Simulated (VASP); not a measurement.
Consider the following.

```
CELL_PARAMETERS angstrom
      0.00000     2.87280     2.87280
      2.87280     0.00000     2.87280
      2.87280     2.87280     0.00000
ATOMIC_POSITIONS crystal
  Ru 0.00000 0.00000 0.00000
  Se 0.50000 0.50000 0.50000
```

These are PBE GGA, VASP's PBE PAW potentials (set 64) (plane waves; VASP 6.6.1) values and carry that method's errors. Settings: 400 eV cut-off, 10×10×10 Γ-centred mesh, first-order Methfessel-Paxton smearing of 0.10 eV, potentials Ru_pv Se.

Energy and stress use the plane-wave basis of the starting cell.

Task: The ions, cell shape and volume are relaxed. What does this cell relax into?

Result: 
```
CELL_PARAMETERS angstrom
      0.00000     2.57228     2.57228
      2.57228     0.00000     2.57228
      2.57228     2.57228     0.00000
ATOMIC_POSITIONS crystal
  Ru 0.00000 0.00000 0.00000
  Se 0.50000 0.50000 0.50000
```
Space group Fm-3m (225), at a tolerance of 0.03 Å.

Task: How do energy and volume change from the first to the last step?

Result: The energy (σ→0) changes by -605.9 meV/atom and the volume by -28.2 %, in 4 ionic steps.

The structure was generated: RuSe was put into the rock salt type (Fm-3m), which need not be its known phase. This run relaxes it. Symmetry was kept, so distortions that lower it aren't found.
